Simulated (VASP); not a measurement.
Output of a VASP run:

**OSZICAR**
```
       N       E                     dE             d eps       ncg     rms           ort
DAV:   1     0.284708190199E+03    0.28471E+03   -0.10438E+04   748   0.123E+03
DAV:   2     0.435242796192E+02   -0.24118E+03   -0.23830E+03   748   0.420E+02
DAV:   3    -0.822624047268E+01   -0.51751E+02   -0.50516E+02   748   0.181E+02
DAV:   4    -0.166490394433E+02   -0.84228E+01   -0.81478E+01   748   0.670E+01
DAV:   5    -0.187960748288E+02   -0.21470E+01   -0.20953E+01   748   0.258E+01
SDA:   6    -0.110390455368E+02    0.77570E+01   -0.21031E+02   748   0.526E+02   0.000E+00
DMP:   7    -0.755439500845E+01    0.34847E+01   -0.36560E+02   748   0.127E+03  -0.923E+02
DMP:   8    -0.116027710820E+02   -0.40484E+01   -0.18961E+02   748   0.709E+02  -0.614E+02
DMP:   9    -0.145298094191E+02   -0.29270E+01   -0.92536E+01   748   0.372E+02  -0.369E+02
DMP:  10    -0.169064437734E+02   -0.23766E+01   -0.19219E+01   748   0.882E+01  -0.105E+02
DMP:  11    -0.175960768330E+02   -0.68963E+00   -0.22481E+00   748   0.112E+01  -0.146E+01
DMP:  12    -0.177070379296E+02   -0.11096E+00   -0.67896E-01   748   0.167E+00   0.682E-02
DMP:  13    -0.177244778779E+02   -0.17440E-01   -0.76641E-01   748   0.222E+00  -0.807E-01
DMP:  14    -0.177333169834E+02   -0.88391E-02   -0.88853E-01   748   0.285E+00  -0.165E+00
DMP:  15    -0.177386503938E+02   -0.53334E-02   -0.82666E-01   748   0.280E+00  -0.192E+00
DMP:  16    -0.177449905563E+02   -0.63402E-02   -0.71961E-01   748   0.248E+00  -0.180E+00
DMP:  17    -0.177500841706E+02   -0.50936E-02   -0.59717E-01   748   0.209E+00  -0.155E+00
DMP:  18    -0.177548865528E+02   -0.48024E-02   -0.46279E-01   748   0.163E+00  -0.124E+00
DMP:  19    -0.177590795157E+02   -0.41930E-02   -0.34328E-01   748   0.122E+00  -0.956E-01
DMP:  20    -0.177624524319E+02   -0.33729E-02   -0.23974E-01   748   0.861E-01  -0.686E-01
DMP:  21    -0.177650378648E+02   -0.25854E-02   -0.16042E-01   748   0.581E-01  -0.472E-01
DMP:  22    -0.177668511946E+02   -0.18133E-02   -0.10376E-01   748   0.378E-01  -0.312E-01
DMP:  23    -0.177680992058E+02   -0.12480E-02   -0.64502E-02   748   0.236E-01  -0.197E-01
DMP:  24    -0.177689054068E+02   -0.80620E-03   -0.39452E-02   748   0.145E-01  -0.122E-01
DMP:  25    -0.177694334049E+02   -0.52800E-03   -0.23104E-02   748   0.852E-02  -0.719E-02
DMP:  26    -0.177697519539E+02   -0.31855E-03   -0.13372E-02   748   0.495E-02  -0.420E-02
DMP:  27    -0.177699531020E+02   -0.20115E-03   -0.74152E-03   748   0.275E-02  -0.234E-02
DMP:  28    -0.177700668668E+02   -0.11376E-03   -0.40538E-03   748   0.150E-02  -0.128E-02
DMP:  29    -0.177701368394E+02   -0.69973E-04   -0.21344E-03   748   0.789E-03  -0.670E-03
DMP:  30    -0.177701739010E+02   -0.37062E-04   -0.11062E-03   748   0.407E-03  -0.342E-03
DMP:  31    -0.177701966830E+02   -0.22782E-04   -0.55642E-04   748   0.203E-03  -0.167E-03
DMP:  32    -0.177702080024E+02   -0.11319E-04   -0.27652E-04   748   0.993E-04  -0.790E-04
DMP:  33    -0.177702152616E+02   -0.72592E-05   -0.13496E-04   748   0.472E-04  -0.353E-04
DMP:  34    -0.177702186848E+02   -0.34232E-05   -0.65907E-05   748   0.222E-04  -0.149E-04
DMP:  35    -0.177702210881E+02   -0.24033E-05   -0.32284E-05   748   0.102E-04  -0.565E-05
DMP:  36    -0.177702221933E+02   -0.11052E-05   -0.16216E-05   748   0.473E-05  -0.176E-05
DMP:  37    -0.177702230589E+02   -0.86562E-06   -0.84169E-06   748   0.220E-05  -0.244E-06
   1 F= -.17770223E+02 E0= -.17769667E+02  d E =-.111149E-02  mag=     0.5051
```

**OUTCAR**
```
------------------------ aborting loop because EDIFF is reached ----------------------------------------
  FORCE on cell =-STRESS in cart. coord.  units (eV):
  Direction    XX          YY          ZZ          XY          YZ          ZX
  --------------------------------------------------------------------------------------
  Total        4.9685810      4.9685792      3.9907881      0.0000000      0.0000000      0.0000000
  in kB      150.3903927    150.3903379    120.7942852      0.0000000      0.0000000      0.0000000
  external PRESSURE =     140.5250053 kB  Pullay stress =       0.0000000 kB
  volume of cell :       52.93
      direct lattice vectors                 reciprocal lattice vectors
     1.580294000  0.912383000  6.118663000     0.316396822  0.182671824  0.054478132
    -1.580294000  0.912383000  6.118663000    -0.316396822  0.182671824  0.054478132
     0.000000000 -1.824766000  6.118663000     0.000000000 -0.365343648  0.054478132
 POSITION                                       TOTAL-FORCE (eV/Angst)
 -----------------------------------------------------------------------------------
      0.00000      0.00000      0.00000         0.000000      0.000000      0.060723
      0.00000      0.00000     13.80921         0.000000     -0.000000      0.876719
      0.00000      0.00000     10.66483         0.000000      0.000000     -0.937442
 -----------------------------------------------------------------------------------
    total drift:                                0.000000      0.000010     -0.000118
  FREE ENERGIE OF THE ION-ELECTRON SYSTEM (eV)
  ---------------------------------------------------
  free  energy   TOTEN  =       -17.7702230589 eV

  energy  without entropy=      -17.7691115649  energy(sigma->0) =      -17.76966731

 total charge

# of ion       s       p       d       tot
------------------------------------------
    1        2.253   6.257   3.191  11.701
    2        1.484   2.363   0.070   3.918
    3        1.484   2.364   0.069   3.917
--------------------------------------------------
tot          5.221  10.984   3.330  19.536

 magnetization (x)

# of ion       s       p       d       tot
------------------------------------------
    1        0.005   0.006   0.453   0.463
    2       -0.001  -0.013   0.003  -0.011
    3       -0.000  -0.014   0.003  -0.011
--------------------------------------------------
tot          0.004  -0.022   0.458   0.441
```
(Selected blocks of OUTCAR.)

File POSCAR:
```
VSe2
1
    1.5802940000     0.9123830000     6.1186630000
   -1.5802940000     0.9123830000     6.1186630000
    0.0000000000    -1.8247660000     6.1186630000
V Se
1 2
Direct
  0.0000000000   0.0000000000   0.0000000000
  0.7523000000   0.7523000000   0.7523000000
  0.5810000000   0.5810000000   0.5810000000
```

Problem. Reconstruct the remaining input files.

Solution. Several could match; the one computed here: the input of the run itself, PBE GGA, plane waves, VASP's PBE PAW potentials (set 64).

INCAR:
```
SYSTEM = VSe2
PREC = Accurate
ENCUT = 400
EDIFF = 1E-6
NELM = 100
ALGO = Damped
LREAL = .FALSE.
LASPH = .TRUE.
ISMEAR = 0
SIGMA = 0.05
GGA = PE
LMAXMIX = 4
ISPIN = 2
MAGMOM = 2.0 0.0 0.0
LORBIT = 10
LWAVE = .FALSE.
LCHARG = .FALSE.
ISIF = 2
```

### KPOINTS
```
Regular mesh
0
gamma
 7 7 7
```

POTCAR, in this order: V_sv Se (PBE.64 set). Program: vasp_std.

The moments were started parallel, and other spin orders were not tried in this run.

The structure was generated: VSe2 was put into the 3R-MoS2 type (R3m), which need not be its known phase. The cell was not relaxed at this level. The run is one of a series of settings (ALGO = Damped against the base run), some of them coarse on purpose.
